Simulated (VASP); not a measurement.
Output of a VASP run:

**OSZICAR**
```
       N       E                     dE             d eps       ncg     rms          rms(c)
DAV:   1     0.620833291681E+02    0.62083E+02   -0.83214E+03  8348   0.163E+03
DAV:   2    -0.263377549484E+02   -0.88421E+02   -0.84163E+02  8142   0.263E+02
DAV:   3    -0.284649558079E+02   -0.21272E+01   -0.20931E+01  9626   0.568E+01
DAV:   4    -0.284897714946E+02   -0.24816E-01   -0.24812E-01 11530   0.478E+00
DAV:   5    -0.284899914902E+02   -0.22000E-03   -0.21999E-03  9945   0.381E-01    0.154E+01
DAV:   6    -0.249252175771E+02    0.35648E+01   -0.20591E+01  8632   0.101E+02    0.108E+01
DAV:   7    -0.238096424682E+02    0.11156E+01   -0.37329E+00  8506   0.399E+01    0.298E+00
DAV:   8    -0.238043029928E+02    0.53395E-02   -0.55709E-02 10982   0.360E+00    0.175E+00
DAV:   9    -0.238002265543E+02    0.40764E-02   -0.61459E-03 10933   0.137E+00    0.744E-01
DAV:  10    -0.237982968486E+02    0.19297E-02   -0.16764E-02 10312   0.278E+00    0.242E-01
DAV:  11    -0.237997642696E+02   -0.14674E-02   -0.22987E-03 11383   0.785E-01    0.222E-01
DAV:  12    -0.238001073268E+02   -0.34306E-03   -0.95361E-04 11012   0.623E-01    0.118E-01
DAV:  13    -0.237999699547E+02    0.13737E-03   -0.95484E-04 10842   0.640E-01    0.508E-02
DAV:  14    -0.238003631794E+02   -0.39322E-03   -0.12511E-04  9536   0.213E-01    0.357E-02
DAV:  15    -0.238003745423E+02   -0.11363E-04   -0.10119E-05  9980   0.535E-02    0.292E-02
DAV:  16    -0.238003710024E+02    0.35399E-05   -0.15051E-05  9878   0.834E-02    0.505E-03
DAV:  17    -0.238003612845E+02    0.97179E-05   -0.64208E-07  4509   0.131E-02    0.173E-03
DAV:  18    -0.238003569245E+02    0.43600E-05   -0.25061E-07  4330   0.106E-02    0.741E-04
DAV:  19    -0.238003572215E+02   -0.29699E-06   -0.12066E-07  4232   0.517E-03
   1 F= -.23800357E+02 E0= -.23800450E+02  d E =-.238004E+02  mag=     1.3351
       N       E                     dE             d eps       ncg     rms          rms(c)
DAV:   1    -0.238009939488E+02   -0.63702E-03   -0.63653E-03  8387   0.151E+00    0.210E-01
DAV:   2    -0.238005201212E+02    0.47383E-03   -0.31145E-03  8905   0.125E+00    0.110E-01
DAV:   3    -0.238003757475E+02    0.14437E-03   -0.48225E-04  8996   0.494E-01    0.405E-02
DAV:   4    -0.238003620787E+02    0.13669E-04   -0.49922E-06 10262   0.333E-02    0.180E-02
DAV:   5    -0.238003526598E+02    0.94189E-05   -0.16264E-06  6719   0.196E-02    0.417E-03
DAV:   6    -0.238003519762E+02    0.68360E-06   -0.92167E-07  4511   0.171E-02
   2 F= -.23800352E+02 E0= -.23800451E+02  d E =0.524533E-05  mag=     1.3349
```

### OUTCAR
```
------------------------ aborting loop because EDIFF is reached ----------------------------------------
  FORCE on cell =-STRESS in cart. coord.  units (eV):
  Direction    XX          YY          ZZ          XY          YZ          ZX
  --------------------------------------------------------------------------------------
  Total        0.0154376      0.0154376      0.0149615     -0.0000000      0.0000000      0.0000000
  in kB        1.1772110      1.1772112      1.1409099     -0.0000000      0.0000000      0.0000000
  external PRESSURE =       1.1651107 kB  Pullay stress =       0.0000000 kB
  volume of cell :       21.01
      direct lattice vectors                 reciprocal lattice vectors
     2.438110827  0.000000000  0.000000000     0.410153627  0.236802288 -0.000000000
    -1.219055414  2.111466089  0.000000000    -0.000000000  0.473604575 -0.000000000
     0.000000000  0.000000000  4.081289412     0.000000000 -0.000000000  0.245020605
 POSITION                                       TOTAL-FORCE (eV/Angst)
 -----------------------------------------------------------------------------------
     -0.00000      1.40764      1.02032        -0.000000      0.000000      0.000000
      1.21906      0.70382      3.06097         0.000000     -0.000000      0.000000
 -----------------------------------------------------------------------------------
    total drift:                               -0.000021      0.000012     -0.000036
  FREE ENERGIE OF THE ION-ELECTRON SYSTEM (eV)
  ---------------------------------------------------
  free  energy   TOTEN  =       -23.8003519762 eV

  energy  without entropy=      -23.8006504735  energy(sigma->0) =      -23.80045148

 total charge

# of ion       s       p       d       tot
------------------------------------------
    1        0.527   0.546   8.338   9.411
    2        0.527   0.546   8.338   9.411
--------------------------------------------------
tot          1.054   1.091  16.677  18.822

 magnetization (x)

# of ion       s       p       d       tot
------------------------------------------
    1       -0.009  -0.044   0.739   0.686
    2       -0.009  -0.044   0.739   0.686
--------------------------------------------------
tot         -0.019  -0.087   1.478   1.372

 reached required accuracy - stopping structural energy minimisation
```
(Selected blocks of OUTCAR.)

POSCAR:
```
Ni
1
    2.4396589023     0.0000000000     0.0000000000
   -1.2198294512     2.1128067616     0.0000000000
    0.0000000000     0.0000000000     4.0814786964
Ni
2
Direct
  0.3333330000   0.6666670000   0.2500000000
  0.6666670000   0.3333330000   0.7500000000
```

Task: Reconstruct the remaining input files.

Result: One answer among several that fit: the input of the run itself, r2SCAN meta-GGA, plane waves, VASP's PBE PAW potentials (set 64).

KPOINTS:
```
Automatic mesh
0
G
15 15 8
```

**INCAR**
```
EDIFF=1E-6   # SCF stop (eV)
LMAXMIX=4
LORBIT=10
LASPH=.True.
NELM=100
ENCUT=400
ISIF=3
NSW=60   # most ionic steps
IBRION=2   # conjugate gradients
SYSTEM=Ni
LCHARG=.False.
MAGMOM=2*0.7
PREC=Accurate
LMIXTAU=.True.
ALGO=Normal   # blocked Davidson
SIGMA=0.1
METAGGA=R2SCAN
LWAVE=.False.
ISMEAR=1
LREAL=.False.   # projection in real space or not
ISPIN=2   # spin-polarised
EDIFFG=-0.01   # ionic stop
```

POTCAR, in this order: Ni (PBE.64 set). Program: vasp_std.

The structure was generated: Ni was put into the hcp type (P6_3/mmc), which need not be its known phase. This run relaxes it. Symmetry was kept, so distortions that lower it aren't found. The start is the result of an earlier pass.
